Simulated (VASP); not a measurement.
Given:

```
Ga35MgN35
1.0
    4.86832    -8.43217     0.00000
    4.86832     8.43217     0.00000
    0.00000     0.00000    10.55628
Ga N Mg
35 35 1
Direct
  0.22153   0.11263   0.25092
  0.11107   0.22224   0.99959
  0.22148   0.11012   0.75011
  0.11267   0.23629   0.50288
  0.22785   0.44683   0.25460
  0.11117   0.55524   0.99958
  0.22236   0.44445   0.75152
  0.11249   0.54279   0.50311
  0.22136   0.77495   0.25098
  0.11145   0.88894   0.00161
  0.22153   0.77797   0.75019
  0.11059   0.88858   0.49962
  0.55442   0.11038   0.25040
  0.44413   0.22205   0.99972
  0.55448   0.11054   0.74987
  0.44431   0.22322   0.49975
  0.55769   0.44446   0.25018
  0.44572   0.55608   0.99829
  0.55347   0.44519   0.74896
  0.55773   0.77972   0.25022
  0.44414   0.88865   0.99988
  0.55350   0.77485   0.74898
  0.44418   0.88736   0.49979
  0.89051   0.11228   0.25005
  0.77739   0.22194   0.00061
  0.88703   0.10987   0.75020
  0.77580   0.22122   0.49944
  0.89070   0.44454   0.25000
  0.77797   0.55535   0.99967
  0.88707   0.44364   0.75026
  0.77710   0.55410   0.49933
  0.88913   0.77773   0.25025
  0.77789   0.88900   0.99959
  0.88823   0.77732   0.74936
  0.77712   0.88950   0.49937
  0.22001   0.11544   0.43978
  0.11100   0.22214   0.18665
  0.22187   0.11029   0.93835
  0.10968   0.22062   0.69205
  0.11127   0.55491   0.18671
  0.22219   0.44429   0.93966
  0.10968   0.55564   0.69228
  0.21986   0.77087   0.43983
  0.11230   0.88926   0.19005
  0.22194   0.77809   0.93841
  0.11058   0.88855   0.68769
  0.55293   0.10963   0.43830
  0.44365   0.22152   0.18755
  0.55541   0.11093   0.93806
  0.44355   0.22152   0.68815
  0.55848   0.44031   0.43589
  0.45129   0.55887   0.18472
  0.55626   0.44362   0.93746
  0.44176   0.55416   0.69150
  0.55848   0.78457   0.43591
  0.44360   0.88852   0.18765
  0.55619   0.77912   0.93748
  0.44356   0.88858   0.68818
  0.89075   0.11380   0.43818
  0.77700   0.22164   0.18867
  0.88824   0.11114   0.93816
  0.77641   0.22146   0.68767
  0.89076   0.44351   0.43814
  0.78020   0.55588   0.18743
  0.88832   0.44359   0.93820
  0.77687   0.55508   0.68788
  0.88870   0.77762   0.43825
  0.78007   0.89053   0.18739
  0.88939   0.77792   0.93787
  0.77689   0.88824   0.68790
  0.44078   0.55360   0.49620
```
Cell charge -1.

All values below come from PBE GGA, VASP's PBE PAW potentials (set 64) (plane waves; VASP 6.6.1). Numerical set-up: PREC = Normal, LREAL = Auto, ISYM = 0, NELECT = 283.0, 400 eV cut-off, 1×1×1 Γ-centred mesh, Gaussian smearing of 0.050 eV, potentials Ga N Mg. Starting moments (MAGMOM): 71*0.0423. The cell's moment is fixed (NUPDOWN = 3).

The cell is charged, with a uniform compensating background.  The supercell is sampled at Γ alone, which is coarse: total energies, pressure and levels can be off, energies of defects by several tenths of an eV.

Problem. Predict the cell moment, energy per atom (σ→0).

Solution. 
The cell moment is 3.00 μB and the energy per atom (σ→0) is -5.853 eV/atom.

Problem. Give the moment on each site (PAW-sphere projection).

Solution. 
```tsv
site	moment (μB)
Ga1	0.01
Ga2	0.02
Ga3	0.02
Ga4	0.07
Ga5	0.25
Ga6	0.02
Ga7	0.01
Ga8	0.07
Ga9	0.01
Ga10	0.01
Ga11	0.02
Ga12	0.00
Ga13	0.01
Ga14	0.01
Ga15	0.01
Ga16	0.01
Ga17	0.01
Ga18	0.03
Ga19	0.01
Ga20	0.01
Ga21	0.01
Ga22	0.01
Ga23	0.01
Ga24	0.01
Ga25	0.01
Ga26	0.01
Ga27	0.01
Ga28	0.01
Ga29	0.01
Ga30	0.01
Ga31	0.01
Ga32	0.01
Ga33	0.01
Ga34	0.01
Ga35	0.01
N36	0.02
N37	0.07
N38	0.03
N39	0.07
N40	0.07
N41	0.03
N42	0.07
N43	0.02
N44	0.03
N45	0.03
N46	0.03
N47	0.03
N48	0.04
N49	0.04
N50	0.04
N51	0.03
N52	0.10
N53	0.04
N54	0.05
N55	0.03
N56	0.04
N57	0.04
N58	0.04
N59	0.03
N60	0.03
N61	0.04
N62	0.03
N63	0.03
N64	0.03
N65	0.04
N66	0.03
N67	0.03
N68	0.03
N69	0.03
N70	0.03
Mg71	0.01
```

The cell is a supercell with a defect, built from GaN (wurtzite): Mg_Ga-vac_N, charge -1.
